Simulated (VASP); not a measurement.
**A VASP study of NaCl (PBEsol): structure first, properties next**

Wanted: the relaxed cell of NaCl and its properties. The steps: full relaxation (PBEsol), second relaxation, density, ELF and potential (PBEsol), bands along the symmetry lines (PBEsol), total and projected DOS (PBEsol), elastic tensor by finite strains (PBEsol), optical spectrum (PBEsol) and field gradients at the nuclei (PBEsol). The start is a cell from a database of measured crystal structures.

Method: PBEsol; plane waves and PAW (Na_pv, Cl), in VASP 6.6.1.

**What experiment says.**

“Single-crystal elastic moduli, anisotropy and the B1-B2 phase transition of NaCl at high pressures: Experiment vs. ab-initio calculations” (2022, arxiv:2209.10899) quotes from earlier work for NaCl, B1 rocksalt (bulk crystal, 300 K): elastic constant C11 (C11) 49.8 ± 0.5 GPa [Literature value at room temperature]; elastic constant C12 (C12) 13 ± 0.2 GPa [Literature value at room temperature]; elastic constant C44 (C44) 12.8 ± 0.1 GPa [Literature value at room temperature].

Report form: the programs' logs are mostly left out.

The database entry behind the starting cell differs from later determinations by our own check (an axis about 0.4 % short against later determinations), so it need not match the best structure at ambient conditions.

## 1. Starting point

Before any relaxation, the start is as follows. Symmetry: Fm-3m, No. 225, cubic system. The conventional cell has a = 5.620 Å, b = 5.620 Å, c = 5.620 Å, α = 90.00°, β = 90.00°, γ = 90.00°. Na has 6 Cl at 2.81 Å nearest. Nearest to Cl lie 6 Na at 2.81 Å. Farther neighbours and most contacts between anions are not listed.

Structure file:

```xyz
2
Lattice="0.0000 2.8100 2.8100 2.8100 0.0000 2.8100 2.8100 2.8100 0.0000" Properties=species:S:1:pos:R:3 pbc="T T T"
Na    0.0000    0.0000    0.0000
Cl    2.8100    2.8100    2.8100
```

## 2. Full relaxation (PBEsol)

Properties are meant for the cell that this level of theory prefers, so cell and atoms are relaxed first (ISIF = 3) until forces and stress are small; EDIFFG sets the threshold. PBEsol restores the gradient expansion of exchange and is tuned for the cells of solids.

INCAR

```
SYSTEM = NaCl
PREC = Accurate
ENCUT = 400
EDIFF = 1E-06
NELM = 100
ISMEAR = 0
SIGMA = 0.05
LREAL = .FALSE.
ALGO = Normal
GGA = PS
NBANDS = 13
LORBIT = 11
LWAVE = .FALSE.
LCHARG = .FALSE.
KPAR = 2
IBRION = 2
NSW = 60
ISIF = 3
EDIFFG = -0.01
```

POSCAR

```
NaCl
1.0
    0.0000000000      2.8100000000      2.8100000000
    2.8100000000      0.0000000000      2.8100000000
    2.8100000000      2.8100000000      0.0000000000
Na Cl
1 1
Direct
    0.0000000000      0.0000000000      0.0000000000
    0.5000000000      0.5000000000      0.5000000000
```

KPOINTS

```
Automatic mesh
0
Gamma
7 7 7
0 0 0
```

Potentials, in the order of the species: Na_pv and Cl (PBE family, release 64).

Launch:

```
$ mpirun -np 2 vasp_std
```

It took 13 s on 2 MPI ranks of AMD EPYC 7R43, shared host; peak memory 0.22 GiB.

The gap is read on the k-mesh alone, so it is an upper bound where the band edges lie off the mesh. The PAW data sets were made with PBE, which is usual practice but a small mismatch for other functionals. The run keeps the 48 symmetry operations of its start, so it cannot find a distortion of lower symmetry.

The steps of the relaxation:

```tsv
step	energy less that of the first step (eV)	largest force (eV/Å)	pressure (GPa)	volume (Å³)
1	0.0000	0.0000	-0.39	44.38
2	-0.0006	0.0000	-0.17	44.03
3	-0.0008	0.0000	-0.07	43.86
```

```tsv
conventional cell, symmetrised	before	after	change
a (Å)	5.620	5.598	-0.4 %
b (Å)	5.620	5.598	-0.4 %
c (Å)	5.620	5.598	-0.4 %
volume (Å³/atom)	22.19	21.93	-1.2 %
```

Final coordinates:

```xyz
2
Lattice="0.0000 2.7992 2.7992 2.7992 0.0000 2.7992 2.7992 2.7992 0.0000" Properties=species:S:1:pos:R:3 pbc="T T T"
Na    0.0000    0.0000    0.0000
Cl    2.7992    2.7992    2.7992
```

Numbers from this step:

```
electrons                       : 14
bands                           : 13
irreducible k-points            : 20
symmetry operations             : 48
free energy (TOTEN)             : -6.999 eV
Fermi energy                    : -0.3859 eV
pressure                        : -0.07299 GPa
metallic                        : no
valence top at k                : 0, 0, 0
conduction bottom at k          : 0, 0, 0
least direct gap at k           : 0, 0, 0
SCF cycles over all ionic steps : 23
gap on the k-mesh               : 5.013 eV
least direct gap on the k-mesh  : 5.013 eV
```

It ends with forces that vanish by symmetry and a pressure of -0.07 GPa. The volume lies -1.2 % from that of the database's start, which holds the thermal and zero-point expansion of its experiment.

## 3. Second relaxation

The basis stayed that of the start cell while the cell moved. A rerun from the cell reached resets it; the error of the finite cutoff stays.

INCAR is that of step 2.

POSCAR

```
NaCl
1.0
    0.0000000000      2.7991582267      2.7991582267
    2.7991582267      0.0000000000      2.7991582267
    2.7991582267      2.7991582267      0.0000000000
Na Cl
1 1
Direct
    0.0000000000      0.0000000000      0.0000000000
    0.5000000000      0.5000000000      0.5000000000
```

KPOINTS is that of step 2.

Launch:

```
$ mpirun -np 2 vasp_std
```

Wall time 13 s (2 MPI ranks); peak memory 0.23 GiB; 25 s of CPU time.

Little changed from the start: no atom moved by 0.005 Å and no cell edge by 0.1 %.

This step gave:

| Item | Value |
| --- | --- |
| free energy (TOTEN) | -6.998 eV |
| Fermi energy | -0.3692 eV |
| pressure | -0.03954 GPa |
| SCF cycles over all ionic steps | 17 |
| gap on the k-mesh | 5.020 eV |
| least direct gap on the k-mesh | 5.020 eV |

It ends with forces that vanish by symmetry and a pressure of -0.04 GPa.

## 4. Density, ELF and potential (PBEsol)

A single point on the relaxed cell gives a clean self-consistent state, with density, ELF and potential written out.

INCAR: that of step 3 with these lines changed.

```diff
@@ -13,7 +13,5 @@
 LWAVE = .FALSE.
-LCHARG = .FALSE.
-KPAR = 2
-IBRION = 2
-NSW = 60
-ISIF = 3
-EDIFFG = -0.01
+LCHARG = .TRUE.
+ISIF = 2
+LELF = .TRUE.
+LVHAR = .TRUE.
```

POSCAR

```
NaCl
1.0
    0.0000000000      2.7974399408      2.7974399408
    2.7974399408      0.0000000000      2.7974399408
    2.7974399408      2.7974399408      0.0000000000
Na Cl
1 1
Direct
    0.0000000000      0.0000000000      0.0000000000
    0.5000000000      0.5000000000      0.5000000000
```

KPOINTS is that of step 3.

Launch:

```
$ mpirun -np 2 vasp_std
```

Elapsed: 9.8 s, on 2 MPI ranks; peak memory 0.18 GiB.

This step gave:

```yaml
scf_cycles: 12
bands: 14
fermi_energy: -0.364 eV
pressure: -0.04582 GPa
gap_on_the_k_mesh: 5.019 eV
least_direct_gap_on_the_k_mesh: 5.019 eV
```

Valence electrons inside each PAW sphere by angular momentum. Sphere charges, by row:

```tsv
atom	s (e)	p (e)	d (e)	tot (e)
Na1	0.045	5.983	0	6.028
Cl2	1.578	3.556	0	5.134
```

Electrostatic potential energy in the ac plane of the conventional cell at fractional y = 0.000, with atoms of Na and Cl within 0.2 Å of it. With pseudopotentials it is smooth inside the atoms' cores, unlike the true potential.

Ten even steps from '0' (-86 eV) to '9' (6 eV), each cell a mean:
```
679998201699987
889999745899998
999999999999999
999999999999999
999999999999999
579999888999986
038998767899951
028998766899940
159999877899972
789999988999998
999999999999999
999999999999999
899999988999999
789998523799987
678997100599986
```
Columns run along a (5.6 Å; values clipped at the 3rd and 97th percentile), rows up along c (5.6 Å), edges of the conventional cell, whose origin can differ from the input's. Atoms in or near the plane, at fractional coordinates: Na at (0.00, 0.00), Na at (0.50, 0.50), Cl at (0.50, 0.00), Cl at (0.00, 0.50).

ELF in the ac plane of the conventional cell at fractional y = 0.000, with atoms of Na and Cl within 0.2 Å of it. It is the smooth field of the valence electrons, not physical close to the nuclei.

Values, 15 rows by 15 columns, each cell a mean:
```
0.10 0.27 0.13 0.15 0.69 0.86 0.80 0.59 0.72 0.86 0.81 0.38 0.06 0.25 0.16
0.27 0.21 0.04 0.12 0.58 0.81 0.86 0.85 0.86 0.85 0.73 0.29 0.03 0.13 0.25
0.07 0.04 0.02 0.06 0.32 0.64 0.79 0.83 0.82 0.73 0.48 0.12 0.02 0.03 0.06
0.39 0.35 0.22 0.07 0.08 0.25 0.39 0.43 0.42 0.32 0.13 0.04 0.12 0.29 0.38
0.82 0.77 0.61 0.28 0.05 0.03 0.04 0.06 0.06 0.03 0.02 0.13 0.48 0.73 0.81
0.85 0.86 0.80 0.54 0.10 0.04 0.20 0.26 0.24 0.11 0.03 0.32 0.73 0.85 0.86
0.62 0.81 0.86 0.66 0.13 0.14 0.27 0.11 0.18 0.24 0.06 0.42 0.82 0.86 0.72
0.45 0.78 0.86 0.68 0.13 0.17 0.22 0.03 0.11 0.26 0.06 0.43 0.83 0.85 0.59
0.77 0.85 0.84 0.62 0.12 0.10 0.27 0.22 0.27 0.20 0.04 0.39 0.79 0.86 0.80
0.87 0.85 0.75 0.44 0.07 0.03 0.10 0.17 0.14 0.04 0.03 0.25 0.64 0.81 0.86
0.70 0.65 0.45 0.15 0.04 0.07 0.12 0.13 0.13 0.10 0.05 0.08 0.32 0.58 0.69
0.15 0.13 0.08 0.04 0.15 0.44 0.62 0.68 0.66 0.54 0.28 0.07 0.06 0.12 0.15
0.15 0.09 0.02 0.08 0.45 0.75 0.84 0.86 0.86 0.80 0.61 0.22 0.02 0.04 0.13
0.23 0.26 0.09 0.13 0.65 0.85 0.85 0.78 0.81 0.86 0.77 0.35 0.04 0.21 0.27
0.04 0.23 0.15 0.15 0.70 0.87 0.77 0.45 0.62 0.85 0.82 0.39 0.07 0.27 0.10
```
Columns run along a (5.6 Å), rows up along c (5.6 Å), edges of the conventional cell, whose origin can differ from the input's. Atoms in or near the plane, at fractional coordinates: Na at (0.00, 0.00), Na at (0.50, 0.50), Cl at (0.50, 0.00), Cl at (0.00, 0.50).

Valence density in the ac plane of the conventional cell at fractional y = 0.000, with atoms of Na and Cl within 0.2 Å of it. It is the smooth field of the valence electrons, not physical close to the nuclei.

Ten steps, logarithmic in the rise over the least value, from '0' (0 e/Å³) to '9' (10 e/Å³), each cell a mean:
```
972024655531158
630013555420025
100002333210001
110000111000001
331000010000123
553100355100245
564202798501355
464213899511355
654201687301356
542100132000234
221000010000012
100001222100000
310012444310002
751024566531037
973125645531169
```
Columns run along a (5.6 Å), rows up along c (5.6 Å), edges of the conventional cell, whose origin can differ from the input's. Atoms in or near the plane, at fractional coordinates: Na at (0.00, 0.00), Na at (0.50, 0.50), Cl at (0.50, 0.00), Cl at (0.00, 0.50).

In this run the pressure is -0.05 GPa, small enough to go on.

## 5. Bands along the symmetry lines (PBEsol)

The mesh alone shows little of the dispersion and can miss band extrema, so KPOINTS_OPT adds a path through the symmetry points after the self-consistent cycle.

INCAR

```
SYSTEM = NaCl
PREC = Accurate
ENCUT = 400
EDIFF = 1E-06
NELM = 100
ISMEAR = 0
SIGMA = 0.05
LREAL = .FALSE.
ALGO = Normal
GGA = PS
NBANDS = 19
LORBIT = 11
LWAVE = .FALSE.
LCHARG = .FALSE.
KPAR = 2
```

POSCAR is that of step 4.

KPOINTS is that of step 4.

KPOINTS_OPT

```
Line mode
16
Line-mode
Reciprocal
  0.00000000   0.00000000   0.00000000 GAMMA
  0.50000000   0.00000000   0.50000000 X

  0.50000000   0.00000000   0.50000000 X
  0.50000000   0.25000000   0.75000000 W

  0.50000000   0.25000000   0.75000000 W
  0.37500000   0.37500000   0.75000000 K

  0.37500000   0.37500000   0.75000000 K
  0.00000000   0.00000000   0.00000000 GAMMA

  0.00000000   0.00000000   0.00000000 GAMMA
  0.50000000   0.50000000   0.50000000 L

  0.50000000   0.50000000   0.50000000 L
  0.62500000   0.25000000   0.62500000 U

  0.62500000   0.25000000   0.62500000 U
  0.50000000   0.25000000   0.75000000 W

  0.50000000   0.25000000   0.75000000 W
  0.50000000   0.50000000   0.50000000 L

  0.50000000   0.50000000   0.50000000 L
  0.37500000   0.37500000   0.75000000 K

  0.62500000   0.25000000   0.62500000 U
  0.50000000   0.00000000   0.50000000 X
```

Launch:

```
$ mpirun -np 2 vasp_std
```

Run time: 43 s. Hardware: 2 MPI ranks; peak memory 0.25 GiB.

Numbers from this step:

* SCF cycles: 11
* bands: 19
* Fermi energy: -0.3202 eV
* pressure: -0.04913 GPa
* least gap on mesh and path: 5.019 eV
* least direct gap on mesh and path: 5.019 eV

The electronic bands at the labelled points (eV, zero at the valence-band top; v1 is the highest filled band, c1 the lowest empty one):

```tsv
point	v3	v2	v1	c1	c2	c3	c4
Γ	0.00	0.00	0.00	5.02	11.02	11.02	11.02
0.47 of the way	-1.05	-0.30	-0.30	6.88	9.08	10.97	12.26
X	-1.77	-0.63	-0.63	7.50	7.87	11.30	14.83
0.47 of the way	-1.65	-0.81	-0.71	7.97	8.32	10.86	12.91
W	-1.27	-1.27	-0.80	8.85	9.59	9.59	11.34
0.47 of the way	-1.43	-1.18	-0.67	8.54	9.07	10.18	11.86
K	-1.50	-1.19	-0.53	8.15	8.97	10.50	12.80
0.53 of the way	-1.22	-0.44	-0.15	7.02	9.59	10.89	11.94
Γ	0.00	0.00	0.00	5.02	11.02	11.02	11.02
0.53 of the way	-1.27	-0.16	-0.16	6.62	9.90	11.30	11.30
L	-2.05	-0.28	-0.28	7.12	10.69	10.92	10.92
0.47 of the way	-1.85	-0.68	-0.37	7.85	9.85	10.40	11.49
U	-1.50	-1.19	-0.53	8.15	8.97	10.50	12.80
0.47 of the way	-1.45	-1.18	-0.65	8.46	9.04	10.25	11.99
W	-1.27	-1.27	-0.80	8.85	9.59	9.59	11.34
0.47 of the way	-1.72	-0.87	-0.46	8.32	9.47	10.13	11.78
L	-2.05	-0.28	-0.28	7.12	10.69	10.92	10.92
0.47 of the way	-1.85	-0.68	-0.37	7.85	9.85	10.40	11.49
K	-1.50	-1.19	-0.53	8.15	8.97	10.50	12.80
jump to U	-1.50	-1.19	-0.53	8.15	8.97	10.50	12.80
0.47 of the way	-1.69	-0.83	-0.60	7.75	8.21	11.02	13.72
X	-1.77	-0.63	-0.63	7.50	7.87	11.30	14.83
```

The largest weight of each band there:

```tsv
point	v3	v2	v1	c1	c2	c3	c4
Γ	Cl 0.99	Cl 0.99	Cl 0.99	Na 0.52	-	-	-
X	Cl 0.96	Cl 0.98	Cl 0.98	Na 0.91	-	Cl 0.81	Na 0.52
W	Cl 0.97	Cl 0.97	Cl 0.97	Na 0.75	Cl 0.85	Cl 0.85	Na 0.75
K	Cl 0.96	Cl 0.96	Cl 0.99	Na 0.89	Na 0.50	Cl 0.82	Na 0.72
Γ	Cl 0.99	Cl 0.99	Cl 0.99	Na 0.52	-	-	-
L	Cl 0.93	Cl 1.00	Cl 1.00	Na 0.54	Cl 0.67	Na 1.00	Na 1.00
```

The path finds the gap of the mesh within 0.02 eV, so the mesh comes close to both band edges.

## 6. Total and projected DOS (PBEsol)

Here the states are counted by energy and projected on the atoms. The mesh is finer than in the run before.

INCAR: that of step 5 with these lines changed.

```diff
@@ -5,3 +5,3 @@
 NELM = 100
-ISMEAR = 0
+ISMEAR = -5
 SIGMA = 0.05
@@ -15 +15,2 @@
 KPAR = 2
+NEDOS = 2001
```

POSCAR is that of step 5.

KPOINTS

```
Automatic mesh
0
Gamma
10 10 10
0 0 0
```

Launch:

```
$ mpirun -np 2 vasp_std
```

Wall time 25 s (2 MPI ranks); peak memory 0.25 GiB; 48 s of CPU time.

This step gave:

```
irreducible k-points : 47
Fermi energy         : -0.6354 eV
pressure             : -0.04979 GPa
```

The density of states has structure finer than the step of the table below, so its rows give means over 0.5 eV, whole bins alone (the curve runs from -12.0 to 13 eV). Peaks (eV: height): total -1.59: 7.40, -0.34: 6.44, 9.84: 2.68, 11.98: 2.11; Cl p -1.59: 3.83, -0.34: 4.19.

States under -12.0 eV and over 13.0 eV are left out. Density of states against energy, zero at the valence-band top; means over each step; values in states/eV/cell:

```tsv
energy (eV)	total	Cl p
-2.5	0	0
-2.0	0.524	0.261
-1.5	2.95	1.53
-1.0	2.05	1.18
-0.5	5.37	3.40
0.0	1.10	0.733
0.5	0	0
1.0	0	0
1.5	0	0
2.0	0	0
2.5	0	0
3.0	0	0
3.5	0	0
4.0	0	0
4.5	0	0
5.0	0.00390	1.0e-4
5.5	0.0583	0.00313
6.0	0.118	0.00978
6.5	0.202	0.0203
7.0	0.423	0.0388
7.5	0.887	0.0659
8.0	1.45	0.0871
8.5	1.28	0.0783
9.0	1.08	0.0967
9.5	1.60	0.172
10.0	2.45	0.320
10.5	1.55	0.173
11.0	0.936	0.0488
11.5	1.41	0.0244
12.0	1.60	0.0635
12.5	1.03	0.0438
```

The gap on this mesh is 5.02 eV.

## 7. Elastic tensor by finite strains (PBEsol)

IBRION = 6 with ISIF = 3 strains the cell both ways at fixed fractional positions, and adds the ions' share afterwards from the force constants. Stress converges slowly with the basis, so the cutoff is raised.

INCAR

```
SYSTEM = NaCl
PREC = Accurate
ENCUT = 500
EDIFF = 1E-07
NELM = 100
ISMEAR = 0
SIGMA = 0.05
LREAL = .FALSE.
ALGO = Normal
GGA = PS
NBANDS = 13
LORBIT = 11
LWAVE = .FALSE.
LCHARG = .FALSE.
KPAR = 2
IBRION = 6
NFREE = 2
POTIM = 0.015
ISIF = 3
NSW = 1
```

POSCAR is that of step 6.

KPOINTS

```
Automatic mesh
0
Gamma
7 7 7
0 0 0
```

Launch:

```
$ mpirun -np 2 vasp_std
```

Run time: 4.4 min. Hardware: 2 MPI ranks; peak memory 0.39 GiB; 8.8 min of CPU time.

The last energy, forces, stress and levels in OUTCAR belong to the last displaced cell, not to the cell of POSCAR.

This step gave:

| Property | Result |
| --- | --- |
| bands | 13 |
| irreducible k-points | 20 |
| pressure of the cell | 0.09696 GPa |
| largest force of the cell | 0 eV/Å |
| mechanically stable | yes |
| bulk modulus (Voigt) | 27.11 GPa |
| shear modulus (Voigt) | 16.62 GPa |
| bulk modulus (Hill) | 27.11 GPa |
| shear modulus (Hill) | 15.92 GPa |
| Young's modulus | 39.93 GPa |
| Poisson's ratio | 0.2545 |

(Continued in part 2 of 2.)

[Lines on the potential files, build, host, timing and source positions are cut from VASP's logs without a mark.]

[Logs are printed without paths, hosts, clocks, repeated set-up lines and the standing remarks that a program may print on its own settings, such as how far it seeks lower states.]

[Hosts, paths, dates, database ids (printed as entryN), source tags and the programs' standing remarks are cut or masked in the printed files.]

[Measured values are set beside computed ones only where the two were judged alike; some that the calculation misses by far are left out.]
